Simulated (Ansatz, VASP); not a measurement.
**Two plane-wave programs on CdHgP**

The input INCAR:

```
SYSTEM = CdHgP
PREC     = Accurate       ! precision mode
ENCUT    = 600            ! plane-wave cutoff, eV
EDIFF    = 1E-6           ! SCF threshold, eV
ISMEAR   = 0              ! smearing method
SIGMA    = 0.1            ! smearing width, eV
LREAL    = .False.        ! projectors in reciprocal space
LASPH    = .True.         ! aspherical terms in the spheres
NELM     = 100            ! most SCF steps
ALGO     = Normal         ! electronic algorithm
ISIF     = 3              ! what is computed and relaxed
LWAVE    = .False.        ! write WAVECAR
LCHARG   = .False.        ! write CHGCAR
GGA      = PE             ! functional
IBRION   = 2              ! ionic algorithm
NSW      = 90             ! ionic steps
EDIFFG   = -0.04          ! ionic threshold
```

Contents of KPOINTS:

```
Automatic mesh
0
Gamma
  4 4 4
  0 0 0
```

The input POSCAR:

```
CdHgP
1.0
    4.9175590137      0.0000000000      0.0000000000
    0.0000000000      4.9175590137      0.0000000000
    0.0000000000      0.0000000000      6.4109862935
Cd Hg P
2 2 2
Direct
    0.0000000000      0.0000000000      0.7500000000
    0.0000000000      0.0000000000      0.2500000000
    0.5000000000      0.5000000000      0.0000000000
    0.5000000000      0.5000000000      0.5000000000
    0.5000000000      0.0000000000      0.5000000000
    0.0000000000      0.5000000000      0.0000000000
```

Input for Ansatz:

```yaml
crystal:
  lattice:
    - [4.9175590137, 0.0, 0.0]
    - [0.0, 4.9175590137, 0.0]
    - [0.0, 0.0, 6.4109862935]
  atoms:
    - { symbol: Cd, position: [0.0, 0.0, 0.75] }
    - { symbol: Cd, position: [0.0, 0.0, 0.25] }
    - { symbol: Hg, position: [0.5, 0.5, 0.0] }
    - { symbol: Hg, position: [0.5, 0.5, 0.5] }
    - { symbol: P, position: [0.5, 0.0, 0.5] }
    - { symbol: P, position: [0.0, 0.5, 0.0] }
basis:
  ecutwfc: 420
kpoints:
  mp_grid: { grid: [4, 4, 4] }
hamiltonian:
  xc: pbe
scf:
  occupations: { method: gaussian, width: 0.1 }
  lower_state_search: "off"
output:
  forces: true
  stress: true
  eigenvalues: true
relax:
  adjacent_minimum: "off"
  f_tol: 0.04
  max_steps: 70
  cell: { stress_tol: 0.4 }
```

Change from the starting cell: species swapped into the TbCoC type (P4_2/mmc, No. 131).

Alike in both runs: task relaxation of cell and atoms; functional PBE; k mesh 4 × 4 × 4; occupations gaussian, width 0.1 eV; no spin polarisation.

|  | VASP | Ansatz |
| --- | --- | --- |
| version | VASP 6.6.1 | Ansatz 0.2.0 |
| potentials or method | VASP PAW PBE potentials, release 64 (Cd, Hg, P) | scalar-relativistic, plane waves, PAW |
| plane-wave cutoff (eV) | 600 | 420 |
| valence electrons in the cell | 58 | 90 |

VASP gave:

```
gap on the k mesh at the Fermi level, each at its own relaxed structure (eV) : none
relaxed volume (Å³/atom)                                                     : 26.03
relaxed cell length with the largest relative difference (Å)                 : 4.938
```

Q: Which values does Ansatz return?

A: gap on the k mesh at the Fermi level, each at its own relaxed structure (eV): none; relaxed volume (Å³/atom): 25.84; relaxed cell length with the largest relative difference (Å): 4.918.

A gap of «none» marks a metal or a gap that the smearing closes. The two sets of potentials don't hold the same shells in valence.

Spin-orbit coupling is left out, which matters for the levels of Hg.
